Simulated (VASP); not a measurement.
Wanted: the native input for a VASP 6.6.1 run.

* Task: single point
* Functional: PBE
* Potentials or basis: VASP PAW PBE potentials, release 64 (Pt)
* Cutoff: 520 eV
* k mesh: 15 × 15 × 1
* Occupations: methfessel-paxton, width 0.1 eV
* Spin: no spin polarisation
* Dipole correction: yes
* Further INCAR settings: ALGO = Normal; EDIFF = 1e-06; NBANDS = 22

The structure of Pt lies in POSCAR:

```
Pt                                      
1.0
    2.8050756300      0.0000000000      0.0000000000
   -1.4025378200      2.4292667600      0.0000000000
    0.0000000000      0.0000000000     19.5806693200
  Pt            
     3
Direct
     0.6666666699999979    0.3333333300000021    0.3822162190785287
     0.3333333300000021    0.6666666699999979    0.5000000000000000
     0.0000000000000000    0.0000000000000000    0.6177837809214713
```

One way to write it, as run:

INCAR

```
ALGO     = Normal         # electronic algorithm
DIPOL    = 0.5 0.5 0.500
EDIFF    = 1E-6           # SCF threshold, eV
ENCUT    = 520            # plane-wave cutoff, eV
GGA      = PE             # functional
ICORELEVEL= 1            
IDIPOL   = 3            
ISIF     = 2              # what is computed and relaxed
ISMEAR   = 1              # smearing method
LASPH    = T              # aspherical terms in the spheres
LCHARG   = F              # write CHGCAR
LDIPOL   = T            
LREAL    = F              # projectors in reciprocal space
LVACPOTAV= T            
LVHAR    = T            
LWAVE    = F              # write WAVECAR
NBANDS   = 22             # bands
NELM     = 80             # most SCF steps
PREC     = Accurate       # precision mode
SIGMA    = 0.1            # smearing width, eV
```

KPOINTS

```
k-points
0
Gamma
  15 15 1
```

Potentials or basis: VASP PAW PBE potentials, release 64 (Pt).

Command:

```bash
$ cat potpaw_PBE.64/Pt/POTCAR > POTCAR
$ mpirun -np 1 vasp_std > vasp.out
```

It gave:

| Item | Value |
| --- | --- |
| Largest force | 0.005 eV/Å |
| Band gap on the k mesh | none (metal or under the smearing width) |
| Work function of the upper face | 5.86 eV |
| Work function of the lower face | 5.86 eV |

Wall time 120 s on 1 thread of Intel(R) Xeon(R) Platinum 8488C (Sapphire Rapids), on a shared host, peak memory 0.3 GiB.
